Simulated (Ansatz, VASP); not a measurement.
## Si2WN4 in two plane-wave programs

Wanted: the spread between two codes on one cell, functional and k mesh. The cell is taken from a series of runs on this material, whose earlier steps may have relaxed, scaled, displaced or heated it; both programs get it as it stands.

Program: Ansatz 0.2.0. Level of theory: plane waves, with VASP 6.6.1 beside it; single point at HSE06. Results are calculated unless marked as measured.

## 1. Starting point

The cell holds 7 atoms: 1 W, 4 N and 2 Si. Cell: a = 2.883 Å, b = 2.883 Å, c = 37.100 Å, α = 90.0°, β = 90.0°, γ = 120.0°. It derives from N4Si2W1. Vacuum lies along c.

Structure file:

```
W N Si
1.0
     2.88331    0.00000    0.00000
    -1.44166    2.49702    0.00000
     0.00000    0.00000   37.10000
W N Si
1 4 2
Cartesian
  0.0000 0.0000 18.5500
  0.0000 1.6647 19.7926
  0.0000 1.6647 17.3074
  1.4417 0.8323 22.0355
  1.4417 0.8323 15.0645
  0.0000 1.6647 21.5278
  0.0000 1.6647 15.5722
```

## 2. VASP: single point, HSE06

A single point gives forces, pressure and levels at one fixed geometry, so differences don't come from the geometry; what else differs is listed under the comparison.

Lines of VASP's logs that name or quote its potential files are left out, and so is its time.

The run reads the wave functions of an earlier VASP run, which isn't shown here.

Input file INCAR:

```
SYSTEM = Si2WN4
PREC = Accurate
ENCUT = 520
EDIFF = 1E-06
NELM = 100
ISMEAR = 0
SIGMA = 0.01
LREAL = .FALSE.
ALGO = Normal
LHFCALC = .TRUE.
AEXX = 0.25
GGA = PE
HFSCREEN = 0.208
LASPH = .TRUE.
NBANDS = 24
PRECFOCK = Fast
LORBIT = 11
LWAVE = .FALSE.
LCHARG = .FALSE.
KPAR = 8
NCORE = 2
ISIF = 2
LDIPOL = .TRUE.
IDIPOL = 3
DIPOL = 0.5 0.5 0.5
LVHAR = .TRUE.
```

Input file POSCAR:

```
Si2WN4
1.0
    2.8833109625      0.0000000000      0.0000000000
   -1.4416554812      2.4970205405      0.0000000000
    0.0000000000      0.0000000000     37.1000000000
W N Si
1 4 2
Direct
    0.0000000000      0.0000000000      0.5000000000
    0.3333333333      0.6666666667      0.5334937754
    0.3333333333      0.6666666667      0.4665062246
    0.6666666667      0.3333333333      0.5939483431
    0.6666666667      0.3333333333      0.4060516569
    0.3333333333      0.6666666667      0.5802640851
    0.3333333333      0.6666666667      0.4197359149
```

Input file KPOINTS:

```
Automatic mesh
0
Gamma
9 9 1
0 0 0
```

The projector-augmented-wave data sets are W, N and Si (PBE family, release 64).

Run with:

```bash
mpirun -np 16 vasp_std
```

Numbers of over 12 decimals in the logs are rounded to 6 here.

Log:

```text
[banner, memory and clock lines left out]
running   16 mpi-ranks, on    1 nodes
 distrk:  each k-point on    2 cores,    8 groups
 distr:  one band on    2 cores,    1 groups

 POSCAR found type information on POSCAR W N Si
 POSCAR found :  3 types and       7 ions
 LDA part: xc-table for (Slater+PW92), standard interpolation
 found WAVECAR, reading the header
 POSCAR, INCAR and KPOINTS ok, starting setup
 FFT: planning ... GRIDC
 FFT: planning ... GRID_SOFT
 FFT: planning ... GRID
 reading WAVECAR
 the WAVECAR file was read successfully
 initial charge from wavefunction
 entering main loop
       N       E                     dE             d eps       ncg     rms          rms(c)
DAV:   1    -0.760281681679E+02   -0.76028E+02   -0.17031E+00   728   0.128E+01    0.116E+01
DAV:   2    -0.760319581318E+02   -0.37900E-02   -0.50159E-02   736   0.143E+00    0.693E+00
DAV:   3    -0.760286539576E+02    0.33042E-02   -0.62187E-03   776   0.531E-01    0.411E+00
DAV:   4    -0.760276778431E+02    0.97611E-03   -0.17172E-03   696   0.265E-01    0.248E+00
DAV:   5    -0.760273885082E+02    0.28933E-03   -0.40518E-04   728   0.140E-01    0.147E+00
DAV:   6    -0.760273005097E+02    0.87999E-04   -0.11294E-04   728   0.859E-02    0.847E-01
DAV:   7    -0.760272799258E+02    0.20584E-04   -0.46493E-05   784   0.497E-02    0.492E-01
DAV:   8    -0.760272762055E+02    0.37203E-05   -0.75056E-06   752   0.195E-02    0.290E-01
DAV:   9    -0.760272759387E+02    0.26681E-06   -0.17992E-06   568   0.928E-03
   1 F= -.76027276E+02 E0= -.76027276E+02  d E =-.809325E-37
```

From OUTCAR (step 2):

```text
ion  position               nearest neighbor table
   1  0.000  0.000  0.500-   2 2.08   3 2.08   2 2.08   3 2.08   2 2.08   3 2.08
   2  0.333  0.667  0.533-   6 1.74   1 2.08   1 2.08   1 2.08
   3  0.333  0.667  0.467-   7 1.74   1 2.08   1 2.08   1 2.08
   4  0.667  0.333  0.594-   6 1.74   6 1.74   6 1.74
   5  0.667  0.333  0.406-   7 1.74   7 1.74   7 1.74
   6  0.333  0.667  0.580-   2 1.74   4 1.74   4 1.74   4 1.74
   7  0.333  0.667  0.420-   3 1.74   5 1.74   5 1.74   5 1.74

  LATTYP: Found a hexagonal cell.
 ALAT       =     2.8833109625
 C/A-ratio  =    12.8671518551

 Subroutine GETGRP returns: Found 12 space group operations
 (whereof 12 operations were pure point group operations)

The static configuration has the point symmetry D_3h.

 Found     12 irreducible k-points:

   k-points           NKPTS =     12   k-points in BZ     NKDIM =     81   number of bands    NBANDS=     24

   dimension x,y,z NGX =    24 NGY =   24 NGZ =  280
   dimension x,y,z NGXF=    48 NGYF=   48 NGZF=  560

   ENCUT  =  520.0 eV  38.22 Ry    6.18 a.u.   5.36  5.36 68.98*2*pi/ulx,y,z

   NELECT =      34.0000    total number of electrons

 k-points in reciprocal lattice and weights: Automatic mesh
   0.00000000  0.00000000  0.00000000       0.012
   0.11111111  0.00000000  0.00000000       0.074
   0.22222222  0.00000000  0.00000000       0.074
   0.33333333  0.00000000  0.00000000       0.074
   0.44444444  0.00000000  0.00000000       0.074
   0.11111111  0.11111111  0.00000000       0.074
   0.22222222  0.11111111  0.00000000       0.148
   0.33333333  0.11111111  0.00000000       0.148
   0.44444444  0.11111111  0.00000000       0.074
   0.22222222  0.22222222  0.00000000       0.074
   0.33333333  0.22222222  0.00000000       0.148
   0.33333333  0.33333333  0.00000000       0.025

  exchange ACFDT corr.  =         0.00000000  see jH, gK, PRB 81, 115126

 dipolmoment           0.000000      0.000000     -0.000000 electrons x Angstroem

 average (electrostatic) potential at core
       1 -43.5829       2 -65.5340       3 -65.5340       4 -65.5203       5 -65.5203
       6 -88.2846       7 -88.2846

 E-fermi :  -2.0559

 k-point     1 :       0.0000    0.0000    0.0000
  band No.  band energies     occupation
    ...
     13      -6.5817      2.00000
     14      -5.3144      2.00000
     15      -5.3144      2.00000
     16      -5.2504      2.00000
     17      -2.1429      2.00000
     18       1.6794      0.00000
     19       1.6794      0.00000
     20       2.5091      0.00000
     21       2.5091      0.00000
     22       2.6902      0.00000
    ...

 k-point     2 :       0.1111    0.0000    0.0000
  band No.  band energies     occupation
    ...
     13      -6.6208      2.00000
     14      -5.6698      2.00000
     15      -5.5890      2.00000
     16      -5.0469      2.00000
     17      -2.4853      2.00000
     18       1.4867      0.00000
     19       1.6758      0.00000
     20       2.3459      0.00000
     21       2.9030      0.00000
     22       3.3065      0.00000
    ...

 k-point     3 :       0.2222    0.0000    0.0000
  band No.  band energies     occupation
    ...
     13      -6.2421      2.00000
     14      -6.1896      2.00000
     15      -6.0993      2.00000
     16      -5.1762      2.00000
     17      -3.3713      2.00000
     18       1.6467      0.00000
     19       1.7677      0.00000
     20       2.5774      0.00000
     21       3.7436      0.00000
     22       3.8495      0.00000
    ...

  Total        0.1251791      0.1251791     -0.5143632      0.0000000     -0.0000000      0.0000000
  in kB        0.7508528      0.7508528     -3.0852687      0.0000000     -0.0000000      0.0000000
  external PRESSURE =      -0.5278543 kB  Pullay stress =       0.0000000 kB

  energy-cutoff  :      520.00
  volume of cell :      267.11
      direct lattice vectors                 reciprocal lattice vectors
     2.883310962  0.000000000  0.000000000     0.346823500  0.200238641  0.000000000
    -1.441655481  2.497020540  0.000000000     0.000000000  0.400477282  0.000000000
     0.000000000  0.000000000 37.100000000     0.000000000  0.000000000  0.026954178

 POSITION                                       TOTAL-FORCE (eV/Angst)
 -----------------------------------------------------------------------------------
      0.00000      0.00000     18.55000        -0.000000     -0.000000      0.000000
     -0.00000      1.66468     19.79262         0.000000     -0.000000      0.127376
     -0.00000      1.66468     17.30738         0.000000      0.000000     -0.127376
      1.44166      0.83234     22.03548        -0.000000      0.000000     -0.240619
      1.44166      0.83234     15.06452         0.000000      0.000000      0.240619
     -0.00000      1.66468     21.52780        -0.000000      0.000000      0.154682
     -0.00000      1.66468     15.57220        -0.000000      0.000000     -0.154682
 -----------------------------------------------------------------------------------
    total drift:                               -0.000000      0.000000     -0.000003

  FREE ENERGIE OF THE ION-ELECTRON SYSTEM (eV)
  ---------------------------------------------------
  free  energy   TOTEN  =       -76.0272759387 eV

  energy  without entropy=      -76.0272759387  energy(sigma->0) =      -76.02727594

 vacuum level on the upper side and lower side of the slab         3.506         3.506

 total charge
# of ion       s       p       d       tot
------------------------------------------
    1        0.721   0.960   4.642   6.322
    2        1.238   2.617   0.000   3.855
    3        1.238   2.617   0.000   3.855
    4        1.229   2.708   0.000   3.938
    5        1.229   2.708   0.000   3.938
    6        0.694   0.991   0.000   1.685
    7        0.694   0.991   0.000   1.685
--------------------------------------------------
tot          7.043  13.592   4.642  25.277

[... 3 further parts left out ...]
```

This run has no spin polarisation, so a moment on W, if there is one, isn't seen.

(Part 1 of 2 ends here.)

[Lines on the potential files, build, host, timing and source positions are cut from VASP's logs without a mark.]

[Logs are printed without paths, hosts, clocks, repeated set-up lines and the standing remarks that a program may print on its own settings, such as how far it seeks lower states.]

[Hosts, paths, dates, database ids (printed as entryN), source tags and the programs' standing remarks are cut or masked in the printed files.]
